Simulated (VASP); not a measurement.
A cell of Pb (fcc) near equilibrium:

```
Pb
1.0
    0.00000     2.46425     2.46425
    2.46425     0.00000     2.46425
    2.46425     2.46425     0.00000
Pb
1
Direct
  0.00000   0.00000   0.00000
```

Calculation: PBEsol GGA, VASP's PBE PAW potentials (set 64) (plane waves; VASP).

```json
[
 {"run": "as it is", "ΔE (meV/atom)": "0.0", "σxx": "0.41", "σyy": "0.41", "σzz": "0.41", "largest shear component, with its sign (GPa)": "0.00", "largest force (eV/Å)": "0.000"},
 {"run": "after one change", "ΔE (meV/atom)": "45.7", "σxx": "5.61", "σyy": "5.61", "σzz": "5.61", "largest shear component, with its sign (GPa)": "0.00", "largest force (eV/Å)": "0.000"}
]
```
Stress is in GPa, positive when the cell is compressed.

### Question
What was changed between the two runs?
(A) uniaxial strain of -3.0 % along y
(B) isotropic strain of -3.0 %
(C) isotropic strain of +0.5 %
(D) uniaxial strain of +4.0 % along z

### Answer
B, isotropic strain of -3.0 %

The compound is Pb in the fcc structure.
